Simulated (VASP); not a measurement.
# A VASP study of In2Pt3 (PBEsol): structure first, properties next

What structure does In2Pt3 take at this level, and what are its properties? The steps: full relaxation (PBEsol), second relaxation, single point with fields (PBEsol), band structure (PBEsol), total and projected DOS (PBEsol), volume scan with PBEsol and fit for PBEsol. The start is a computed cell from the Materials Project.

Program: VASP 6.6.1. Level of theory: PBEsol; plane waves and PAW (In_d, Pt). Results are calculated unless marked as measured.

**1. The structure**

Before any relaxation, the start is as follows. Symmetry: P6_3/mmc, No. 194, hexagonal system. Conventional cell: a = 5.618 Å, b = 5.618 Å, c = 13.849 Å, α = 90.00°, β = 90.00°, γ = 120.00°. In has 6 Pt at 2.73 Å nearest. In has 6 Pt at 2.74 Å nearest. Nearest to In lie 9 Pt at 2.81 to 2.90 Å. Nearest to Pt lie 5 In at 2.73 to 2.90 Å and 6 Pt at 2.79 to 2.98 Å. Farther neighbours are not listed.

**2. Full relaxation (PBEsol)**

The start need not lie at this functional's minimum. ISIF = 3 frees volume, shape and positions, and EDIFFG sets the threshold on forces and stress at which the search stops. PBEsol restores the gradient expansion of exchange and is tuned for the cells of solids.

INCAR

```
SYSTEM = In2Pt3
PREC = Accurate
ENCUT = 400
EDIFF = 1E-06
NELM = 100
ISMEAR = 1
SIGMA = 0.2
LREAL = .FALSE.
ALGO = Normal
GGA = PS
NBANDS = 138
LASPH = .TRUE.
LORBIT = 11
LWAVE = .FALSE.
LCHARG = .FALSE.
KPAR = 4
NCORE = 2
IBRION = 2
NSW = 60
ISIF = 3
EDIFFG = -0.01
```

POSCAR

```
In2Pt3
1.0
    5.6177271940      0.0000000000      0.0000000000
   -2.8088635970      4.8650944615      0.0000000000
    0.0000000000      0.0000000000     13.8489476400
In Pt
8 12
Direct
    0.0000000000      0.0000000000      0.2500000000
    0.0000000000      0.0000000000      0.7500000000
    0.3333333300      0.6666666700      0.2500000000
    0.6666666700      0.3333333300      0.7500000000
    0.3333333300      0.6666666700      0.9176494700
    0.3333333300      0.6666666700      0.5823505300
    0.6666666700      0.3333333300      0.0823505300
    0.6666666700      0.3333333300      0.4176494700
    0.1657644600      0.3315289300      0.0905576200
    0.6684710700      0.8342355400      0.0905576200
    0.1657644600      0.8342355400      0.0905576200
    0.6684710700      0.8342355400      0.4094423800
    0.1657644600      0.3315289300      0.4094423800
    0.1657644600      0.8342355400      0.4094423800
    0.8342355400      0.6684710700      0.9094423800
    0.3315289300      0.1657644600      0.9094423800
    0.8342355400      0.1657644600      0.9094423800
    0.3315289300      0.1657644600      0.5905576200
    0.8342355400      0.6684710700      0.5905576200
    0.8342355400      0.1657644600      0.5905576200
```

KPOINTS

```
Automatic mesh
0
Gamma
4 4 2
0 0 0
```

Potentials, in the order of the species: In_d and Pt (PBE family, release 64).

Launch:

```bash
> mpirun -np 8 vasp_std
```

Log:

```text
[banner, memory and clock lines left out]
running    8 mpi-ranks, on    1 nodes
 distrk:  each k-point on    2 cores,    4 groups
 distr:  one band on    2 cores,    1 groups

 POSCAR found type information on POSCAR InPt
 POSCAR found :  2 types and      20 ions
|                                                                             |
|               ----> ADVICE to this user running VASP <----                  |
|                                                                             |
|     You have a (more or less) 'large supercell' and for larger cells it     |
|     might be more efficient to use real-space projection operators.         |
|     Therefore, try LREAL= Auto in the INCAR file.                           |
|     Mind: For very accurate calculation, you might also keep the            |
|     reciprocal projection scheme (i.e. LREAL=.FALSE.).                      |
|                                                                             |

|                                                                             |
|               ----> ADVICE to this user running VASP <----                  |
|                                                                             |
|     You enforced a specific xc type in the INCAR file but a different       |
|     [... a line on the potential file left out ...]
|     I HOPE YOU KNOW WHAT YOU ARE DOING!                                     |
|                                                                             |

 LDA part: xc-table for (Slater+PW92), standard interpolation
 POSCAR, INCAR and KPOINTS ok, starting setup
 FFT: planning ... GRIDC
 FFT: planning ... GRID_SOFT
 FFT: planning ... GRID
 WAVECAR not read
 entering main loop
       N       E                     dE             d eps       ncg     rms          rms(c)
DAV:   1     0.265502800363E+04    0.26550E+04   -0.80090E+04  2208   0.177E+03
DAV:   2     0.380477606529E+03   -0.22746E+04   -0.21775E+04  2256   0.520E+02
DAV:   3    -0.751544152677E+02   -0.45563E+03   -0.40705E+03  2274   0.217E+02
DAV:   4    -0.120837499077E+03   -0.45683E+02   -0.42982E+02  2912   0.694E+01
DAV:   5    -0.122287998873E+03   -0.14505E+01   -0.14410E+01  3112   0.116E+01    0.328E+01
DAV:   6    -0.118018285167E+03    0.42697E+01   -0.11974E+01  2400   0.124E+01    0.150E+01
DAV:   7    -0.117231091306E+03    0.78719E+00   -0.15051E+00  3032   0.837E+00    0.572E+00
DAV:   8    -0.117149456448E+03    0.81635E-01   -0.55550E-01  2704   0.355E+00    0.130E+00
DAV:   9    -0.117145162458E+03    0.42940E-02   -0.57909E-02  3096   0.139E+00    0.828E-01
DAV:  10    -0.117144192347E+03    0.97011E-03   -0.97986E-03  2712   0.417E-01    0.256E-01
DAV:  11    -0.117144341396E+03   -0.14905E-03   -0.10932E-03  2408   0.174E-01    0.627E-02
DAV:  12    -0.117144358952E+03   -0.17556E-04   -0.13823E-04  3160   0.846E-02    0.289E-02
DAV:  13    -0.117144362143E+03   -0.31915E-05   -0.22599E-05  3088   0.210E-02    0.122E-02
DAV:  14    -0.117144365330E+03   -0.31866E-05   -0.49192E-06  1992   0.732E-03    0.467E-03
DAV:  15    -0.117144365476E+03   -0.14619E-06   -0.33543E-07  1568   0.370E-03
   1 F= -.11714437E+03 E0= -.11714663E+03  d E =-.117144E+03
 curvature:   0.00 expect dE= 0.000E+00 dE for cont linesearch  0.000E+00
 trial: gam= 0.00000 g(F)=  0.783E-02 g(S)=  0.442E+00 ort = 0.000E+00 (trialstep = 0.100E+01)
 search vector abs. value=  0.449E+00
 bond charge predicted
       N       E                     dE             d eps       ncg     rms          rms(c)
DAV:   1    -0.124847746175E+03   -0.77034E+01   -0.17084E+02  3008   0.708E+01    0.218E+01
DAV:   2    -0.117581328822E+03    0.72664E+01   -0.20153E+01  2646   0.234E+01    0.561E+00
DAV:   3    -0.116997326494E+03    0.58400E+00   -0.17618E+00  3100   0.104E+01    0.254E+00
DAV:   4    -0.116951065914E+03    0.46261E-01   -0.25913E-01  3176   0.276E+00    0.268E+00
DAV:   5    -0.116948108269E+03    0.29576E-02   -0.15344E-02  2518   0.744E-01    0.200E+00
DAV:   6    -0.116941564827E+03    0.65434E-02   -0.20111E-02  3156   0.101E+00    0.143E-01
DAV:   7    -0.116941789979E+03   -0.22515E-03   -0.35630E-03  2638   0.341E-01    0.158E-01
DAV:   8    -0.116941834461E+03   -0.44481E-04   -0.21563E-04  3276   0.810E-02    0.136E-01
DAV:   9    -0.116941854950E+03   -0.20489E-04   -0.33358E-05  3152   0.284E-02    0.292E-02
DAV:  10    -0.116941855203E+03   -0.25349E-06   -0.33134E-06  1996   0.145E-02
   2 F= -.11694186E+03 E0= -.11694344E+03  d E =0.202510E+00
[... from here on, the cycles between the ionic steps are left out ...]
   3 F= -.11722601E+03 E0= -.11722817E+03  d E =-.816410E-01
   4 F= -.11722601E+03 E0= -.11722816E+03  d E =-.816410E-01
   5 F= -.11723014E+03 E0= -.11723229E+03  d E =-.413224E-02
   6 F= -.11723040E+03 E0= -.11723253E+03  d E =-.439250E-02
   7 F= -.11723195E+03 E0= -.11723413E+03  d E =-.154630E-02
   8 F= -.11723232E+03 E0= -.11723455E+03  d E =-.191793E-02
   9 F= -.11723280E+03 E0= -.11723506E+03  d E =-.478389E-03
  10 F= -.11723287E+03 E0= -.11723512E+03  d E =-.551386E-03
  11 F= -.11723357E+03 E0= -.11723587E+03  d E =-.701132E-03
  12 F= -.11723423E+03 E0= -.11723661E+03  d E =-.136402E-02
  13 F= -.11723424E+03 E0= -.11723663E+03  d E =-.137348E-02
 curvature:  -2.45 expect dE=-0.520E-03 dE for cont linesearch -0.580E-07
 trial: gam= 0.25145 g(F)=  0.681E-04 g(S)=  0.144E-03 ort = 0.698E-05 (trialstep = 0.112E+01)
 search vector abs. value=  0.346E-03
 bond charge predicted
       N       E                     dE             d eps       ncg     rms          rms(c)
DAV:   1    -0.117234648008E+03   -0.40625E-03   -0.96688E-02  2358   0.854E-01    0.167E-01
DAV:   2    -0.117234514662E+03    0.13335E-03   -0.44962E-03  3254   0.392E-01    0.840E-02
DAV:   3    -0.117234380560E+03    0.13410E-03   -0.35040E-04  2854   0.890E-02    0.466E-02
DAV:   4    -0.117234326872E+03    0.53688E-04   -0.86083E-05  2838   0.426E-02    0.126E-02
DAV:   5    -0.117234328273E+03   -0.14007E-05   -0.32853E-05  2486   0.276E-02    0.998E-03
DAV:   6    -0.117234327975E+03    0.29818E-06   -0.88803E-07  1184   0.872E-03
  14 F= -.11723433E+03 E0= -.11723676E+03  d E =-.862204E-04
 trial-energy change:   -0.000086  1 .order   -0.000086   -0.000240    0.000068
 step:   0.8709(harm=  0.8709)  dis= 0.00117  next Energy=  -117.234335 (dE=-0.933E-04)
 reached required accuracy - stopping structural energy minimisation
```

Run time: 4.5 min. Hardware: 8 MPI ranks of AMD EPYC 9R45, shared host; peak memory 2.7 GiB.

Lines that name or quote the potential files are left out of all logs, and their timing lines are given in words.

OUTCAR, selected parts (step 2):

```text
ion  position               nearest neighbor table
   1  0.000  0.000  0.250-  11 2.73  14 2.73  13 2.73   9 2.73  10 2.73  12 2.73   3 3.24   3 3.24
                             3 3.24   8 3.99   7 3.99   8 3.99   7 3.99   8 3.99   7 3.99
   2  0.000  0.000  0.750-  17 2.73  20 2.73  19 2.73  15 2.73  16 2.73  18 2.73   4 3.24   4 3.24
                             4 3.24   6 3.99   5 3.99   5 3.99   6 3.99   5 3.99   6 3.99
   3  0.333  0.667  0.250-   9 2.74  13 2.74  12 2.74  10 2.74  11 2.74  14 2.74   1 3.24   1 3.24
                             1 3.24   7 3.99   8 3.99   7 3.99   8 3.99   8 3.99   7 3.99
   4  0.667  0.333  0.750-  15 2.74  19 2.74  18 2.74  16 2.74  17 2.74  20 2.74   2 3.24   2 3.24
                             2 3.24   6 3.99   5 3.99   6 3.99   5 3.99   6 3.99   5 3.99
   5  0.333  0.667  0.918-  16 2.81  15 2.81  17 2.81  17 2.81  16 2.81  15 2.81   9 2.90  10 2.90
                            11 2.90   7 3.97   7 3.97   7 3.97   4 3.99   2 3.99   4 3.99   2 3.99
   6  0.333  0.667  0.582-  18 2.81  19 2.81  20 2.81  20 2.81  18 2.81  19 2.81  13 2.90  12 2.90
                            14 2.90   8 3.97   8 3.97   8 3.97   4 3.99   2 3.99   4 3.99   2 3.99
   7  0.667  0.333  0.082-  10 2.81   9 2.81  11 2.81  11 2.81  10 2.81   9 2.81  15 2.90  16 2.90
                            17 2.90   5 3.97   5 3.97   5 3.97   3 3.99   1 3.99   3 3.99   1 3.99
   8  0.667  0.333  0.418-  12 2.81  13 2.81  14 2.81  14 2.81  12 2.81  13 2.81  19 2.90  18 2.90
                            20 2.90   6 3.97   6 3.97   6 3.97   3 3.99   1 3.99   3 3.99   1 3.99
   9  0.166  0.332  0.091-   1 2.73   3 2.74  10 2.79  11 2.79   7 2.81   7 2.81  11 2.82  10 2.82
                             5 2.90  17 2.98  16 2.98
  10  0.668  0.834  0.091-   1 2.73   3 2.74   9 2.79  11 2.79   7 2.81   7 2.81   9 2.82  11 2.82
                             5 2.90  17 2.98  15 2.98
  11  0.166  0.834  0.091-   1 2.73   3 2.74   9 2.79  10 2.79   7 2.81   7 2.81   9 2.82  10 2.82
                             5 2.90  16 2.98  15 2.98
  12  0.668  0.834  0.409-   1 2.73   3 2.74  13 2.79  14 2.79   8 2.81   8 2.81  13 2.82  14 2.82
                             6 2.90  20 2.98  19 2.98
  13  0.166  0.332  0.409-   1 2.73   3 2.74  12 2.79  14 2.79   8 2.81   8 2.81  14 2.82  12 2.82
                             6 2.90  20 2.98  18 2.98
  14  0.166  0.834  0.409-   1 2.73   3 2.74  13 2.79  12 2.79   8 2.81   8 2.81  13 2.82  12 2.82
                             6 2.90  18 2.98  19 2.98
  15  0.834  0.668  0.909-   2 2.73   4 2.74  16 2.79  17 2.79   5 2.81   5 2.81  17 2.82  16 2.82
                             7 2.90  11 2.98  10 2.98
  16  0.332  0.166  0.909-   2 2.73   4 2.74  15 2.79  17 2.79   5 2.81   5 2.81  15 2.82  17 2.82
                             7 2.90  11 2.98   9 2.98
  17  0.834  0.166  0.909-   2 2.73   4 2.74  15 2.79  16 2.79   5 2.81   5 2.81  15 2.82  16 2.82
                             7 2.90  10 2.98   9 2.98
  18  0.332  0.166  0.591-   2 2.73   4 2.74  19 2.79  20 2.79   6 2.81   6 2.81  19 2.82  20 2.82
                             8 2.90  14 2.98  13 2.98
  19  0.834  0.668  0.591-   2 2.73   4 2.74  18 2.79  20 2.79   6 2.81   6 2.81  20 2.82  18 2.82
                             8 2.90  14 2.98  12 2.98
  20  0.834  0.166  0.591-   2 2.73   4 2.74  19 2.79  18 2.79   6 2.81   6 2.81  19 2.82  18 2.82
                             8 2.90  12 2.98  13 2.98

  LATTYP: Found a hexagonal cell.
 ALAT       =     5.6177271940
 C/A-ratio  =     2.4652225289

 Subroutine GETGRP returns: Found 24 space group operations
 (whereof 12 operations were pure point group operations)

The static configuration has the point symmetry D_3d.
 The point group associated with its full space group is D_6h.

 Found      8 irreducible k-points:

   k-points           NKPTS =      8   k-points in BZ     NKDIM =      8   number of bands    NBANDS=    138

   dimension x,y,z NGX =    40 NGY =   40 NGZ =   90
   dimension x,y,z NGXF=    80 NGYF=   80 NGZF=  180

   ENCUT  =  400.0 eV  29.40 Ry    5.42 a.u.   9.16  9.16 22.58*2*pi/ulx,y,z

   NELECT =     224.0000    total number of electrons

 k-points in reciprocal lattice and weights: Automatic mesh
   0.00000000  0.00000000  0.00000000       0.031
   0.25000000 -0.00000000  0.00000000       0.188
   0.50000000 -0.00000000  0.00000000       0.094
   0.25000000  0.25000000  0.00000000       0.188
   0.00000000  0.00000000  0.50000000       0.031
   0.25000000 -0.00000000  0.50000000       0.188
   0.50000000 -0.00000000  0.50000000       0.094
   0.25000000  0.25000000  0.50000000       0.188

 average (electrostatic) potential at core
       1 -91.3262       2 -91.3262       3 -91.2988       4 -91.2988       5 -91.2840
       6 -91.2840       7 -91.2840       8 -91.2840       9 -64.1987      10 -64.1987
      11 -64.1987      12 -64.1987      13 -64.1987      14 -64.1987      15 -64.1987
      16 -64.1987      17 -64.1987      18 -64.1987      19 -64.1987      20 -64.1987

 E-fermi :   9.4255

 k-point     1 :       0.0000    0.0000    0.0000
  band No.  band energies     occupation
    ...
    107       8.8206      2.00016
    108       9.0235      2.01547
    109       9.0235      2.01547
    110       9.3325      1.70100
    111       9.3325      1.70100
    112       9.5656      0.08005
    113       9.6632     -0.07048
    114       9.6639     -0.07056
    115       9.7464     -0.04573
    116       9.7473     -0.04530
    ...

 k-point     2 :       0.2500   -0.0000    0.0000
  band No.  band energies     occupation
    ...
    108       8.5383      2.00000
    109       8.6642      2.00000
    110       8.8066      2.00011
    111       8.9000      2.00128
    112       9.0730      2.03182
    113       9.9218     -0.00252
    114      10.0208     -0.00021
    115      10.4263     -0.00000
    116      10.6031     -0.00000
    117      10.6506     -0.00000
    ...

 k-point     3 :       0.5000   -0.0000    0.0000
  band No.  band energies     occupation
    ...
    108       8.3876      2.00000
    109       8.6563      2.00000
    110       8.7253      2.00001
    111       8.8051      2.00010
    112       8.8796      2.00078
    113      10.1766     -0.00000
    114      10.3183     -0.00000
    115      10.4604     -0.00000
    116      10.5545     -0.00000
    117      11.0609     -0.00000
    ...

  Total       -0.1018789     -0.1018789     -0.0383845     -0.0000000      0.0000000      0.0000000
  in kB       -0.4403572     -0.4403572     -0.1659114     -0.0000000      0.0000000      0.0000000
  external PRESSURE =      -0.3488753 kB  Pullay stress =       0.0000000 kB

  energy-cutoff  :      400.00
  volume of cell :      370.67
      direct lattice vectors                 reciprocal lattice vectors
     5.574023921  0.000000000  0.000000000     0.179403608  0.103578721  0.000000000
    -2.787011961  4.827246317  0.000000000     0.000000000  0.207157442  0.000000000
    -0.000000000 -0.000000000 13.775947146     0.000000000 -0.000000000  0.072590290

 POSITION                                       TOTAL-FORCE (eV/Angst)
 -----------------------------------------------------------------------------------
      0.00000     -0.00000      3.44399        -0.000000      0.000000      0.000000
      0.00000     -0.00000     10.33196        -0.000000      0.000000     -0.000000
     -0.00000      3.21816      3.44399        -0.000000      0.000000      0.000000
      2.78701      1.60908     10.33196        -0.000000     -0.000000     -0.000000
     -0.00000      3.21816     12.61951        -0.000000     -0.000000      0.000370
     -0.00000      3.21816      8.04441        -0.000000     -0.000000     -0.000370
      2.78701      1.60908      1.15643        -0.000000      0.000000     -0.000370
      2.78701      1.60908      5.73154        -0.000000      0.000000      0.000370
     -0.00000      1.60013      1.23408        -0.000000     -0.002851     -0.002514
      1.40126      4.02718      1.23408         0.002469      0.001425     -0.002514
     -1.40126      4.02718      1.23408        -0.002469      0.001425     -0.002514
      1.40126      4.02718      5.65390         0.002469      0.001425      0.002514
     -0.00000      1.60013      5.65390        -0.000000     -0.002851      0.002514
     -1.40126      4.02718      5.65390        -0.002469      0.001425      0.002514
      2.78701      3.22712     12.54187         0.000000      0.002851      0.002514
      1.38575      0.80007     12.54187        -0.002469     -0.001425      0.002514
      4.18827      0.80007     12.54187         0.002469     -0.001425      0.002514
      1.38575      0.80007      8.12205        -0.002469     -0.001425     -0.002514
      2.78701      3.22712      8.12205         0.000000      0.002851     -0.002514
      4.18827      0.80007      8.12205         0.002469     -0.001425     -0.002514
 -----------------------------------------------------------------------------------
    total drift:                               -0.000000     -0.000000     -0.000000

  FREE ENERGIE OF THE ION-ELECTRON SYSTEM (eV)
  ---------------------------------------------------
  free  energy   TOTEN  =      -117.2343279747 eV

  energy  without entropy=     -117.2416151931  energy(sigma->0) =     -117.23675705

 reached required accuracy - stopping structural energy minimisation

 total charge
# of ion       s       p       d       tot
------------------------------------------
    1        0.860   0.713   9.933  11.506
    2        0.860   0.713   9.933  11.506
    3        0.835   0.743   9.923  11.500
    4        0.835   0.743   9.923  11.500
    5        0.835   0.706   9.933  11.474
    6        0.835   0.706   9.933  11.474
    7        0.835   0.706   9.933  11.474
    8        0.835   0.706   9.933  11.474
    9        0.634   0.560   8.150   9.343
   10        0.634   0.560   8.150   9.343
   11        0.634   0.560   8.150   9.343
   12        0.634   0.560   8.150   9.343
   13        0.634   0.560   8.150   9.343
   14        0.634   0.560   8.150   9.343
   15        0.634   0.560   8.150   9.343
   16        0.634   0.560   8.150   9.343
   17        0.634   0.560   8.150   9.343
   18        0.634   0.560   8.150   9.343
   19        0.634   0.560   8.150   9.343
   20        0.634   0.560   8.150   9.343
--------------------------------------------------
tot         14.333  12.450 177.244 204.027

[... 3 further parts left out ...]
```

CONTCAR:

```
In2Pt3
   1.00000000000000
     5.5740239212002303    0.0000000000000000    0.0000000000000000
    -2.7870119606001151    4.8272463170276891    0.0000000000000000
    -0.0000000000000000   -0.0000000000000000   13.7759471457232188
  In              Pt
     8    12
Direct
     0.0000000000000000    0.0000000000000000    0.2500000000000000
     0.0000000000000000    0.0000000000000000    0.7500000000000000
     0.3333333300000021    0.6666666699999979    0.2500000000000000
     0.6666666699999979    0.3333333300000021    0.7500000000000000
     0.3333333300000021    0.6666666699999979    0.9160540777861641
     0.3333333300000021    0.6666666699999979    0.5839459222138359
     0.6666666699999979    0.3333333300000021    0.0839459222138360
     0.6666666699999979    0.3333333300000021    0.4160540777861640
     0.1657394663228519    0.3314789426457047    0.0895820849583609
     0.6685210573542951    0.8342605336771480    0.0895820849583609
     0.1657394663228520    0.8342605336771480    0.0895820849583609
     0.6685210573542951    0.8342605336771480    0.4104179150416391
     0.1657394663228519    0.3314789426457047    0.4104179150416391
     0.1657394663228520    0.8342605336771480    0.4104179150416391
     0.8342605336771480    0.6685210573542951    0.9104179150416393
     0.3314789426457048    0.1657394663228519    0.9104179150416393
     0.8342605336771479    0.1657394663228519    0.9104179150416393
     0.3314789426457048    0.1657394663228519    0.5895820849583607
     0.8342605336771480    0.6685210573542951    0.5895820849583607
     0.8342605336771479    0.1657394663228519    0.5895820849583607
```

The k-mesh is coarse for a metal. The PAW data sets were made with PBE, which is usual practice but a small mismatch for other functionals. The run keeps the 24 symmetry operations of its start, so it cannot find a distortion of lower symmetry.

(Part 1 of 7 ends here.)

[Lines on the potential files, build, host, timing and source positions are cut from VASP's logs without a mark.]

[Logs are printed without paths, hosts, clocks, repeated set-up lines and the standing remarks that a program may print on its own settings, such as how far it seeks lower states.]

[Hosts, paths, dates, database ids (printed as entryN), source tags and the programs' standing remarks are cut or masked in the printed files.]

[A measured line is paired with the nearest computed mode of its activity, which favours agreement.]
